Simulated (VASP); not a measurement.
Ta3N: single point with PBEsol

Ta3N:

```
CELL_PARAMETERS angstrom
3.03222 0.00000 0.00000
-1.51611 2.62598 0.00000
0.00000 0.00000 7.52414
ATOMIC_POSITIONS crystal
Ta 0.67856 0.35183 0.82240
Ta 0.34771 0.66490 0.17549
Ta 0.99945 0.00065 0.49519
N 0.99628 0.01546 0.99323
```

The cell comes from a database or a generator and needn't be the stable form of this composition.

The cell isn't the ideal one: atoms moved at random, drawn with an rms of 0.05 Å.

* Program: VASP 6.6.1
* Task: single point
* Functional: PBEsol
* Potentials or basis: VASP PAW PBE potentials, release 64 (Ta_pv, N)
* Cutoff: 520 eV
* k mesh: 10 × 10 × 4
* Occupations: fermi-dirac, width 0.05 eV
* Spin: no spin polarisation
* Ladder: free
* Further INCAR settings: ALGO = Normal; EDIFF = 1e-07; NBANDS = 27

The pressure is -7.9 GPa and the largest force is 1.121 eV/Å. The band gap on the k mesh is none (metal or under the smearing width).

Forces on the atoms (eV/Å):
```
Ta  -0.264 -0.012  0.131
Ta  -0.354  0.173 -1.049
Ta  -0.004  0.024  0.347
N    0.622 -0.186  0.571
```

Stress tensor (GPa, compression positive):
```
-8.86  0.04 -0.45
 0.04 -8.09  0.59
-0.45  0.59 -6.76
```

Levels at points of the mesh, in eV from the Fermi level:
| k point | band 15 | band 16 | band 17 | band 18 | band 19 | band 20 | band 21 | band 22 | band 23 | band 24 |
| --- | --- | --- | --- | --- | --- | --- | --- | --- | --- | --- |
| (0.00, 0.00, 0.00) | -3.63 | -1.34 | -0.47 | -0.45 | -0.25 | 0.20 | 0.24 | 0.90 | 1.70 | 1.81 |
| (0.50, 0.00, 0.00) | -3.79 | -3.15 | -1.16 | -0.48 | 0.08 | 0.64 | 0.90 | 3.47 | 4.02 | 4.44 |
| (0.00, 0.50, 0.00) | -3.79 | -3.14 | -1.14 | -0.51 | -0.05 | 0.63 | 0.89 | 3.44 | 4.12 | 4.41 |
| (0.50, 0.50, 0.00) | -3.79 | -3.16 | -1.20 | -0.45 | 0.23 | 0.58 | 0.95 | 3.56 | 3.93 | 4.39 |
| (0.00, 0.00, 0.50) | -3.80 | -1.35 | -1.00 | -0.25 | -0.21 | 0.48 | 0.50 | 1.01 | 1.18 | 1.33 |
| (0.50, 0.00, 0.50) | -3.72 | -2.92 | -1.33 | -1.28 | 0.17 | 0.88 | 1.20 | 2.38 | 4.42 | 4.57 |
| (0.00, 0.50, 0.50) | -3.72 | -2.91 | -1.37 | -1.28 | 0.13 | 0.80 | 1.19 | 2.41 | 4.43 | 4.52 |
| (0.50, 0.50, 0.50) | -3.72 | -2.95 | -1.36 | -1.23 | 0.20 | 1.02 | 1.19 | 2.34 | 4.46 | 4.53 |

Wall time 3.9 min on 1 thread of Intel(R) Xeon(R) Platinum 8488C (Sapphire Rapids), with other jobs on the host, peak memory 0.38 GiB.

Caveat: the PAW data sets were made with another functional, which shifts forces and pressure a little. Spin-orbit coupling is left out, which matters for the levels of Ta.
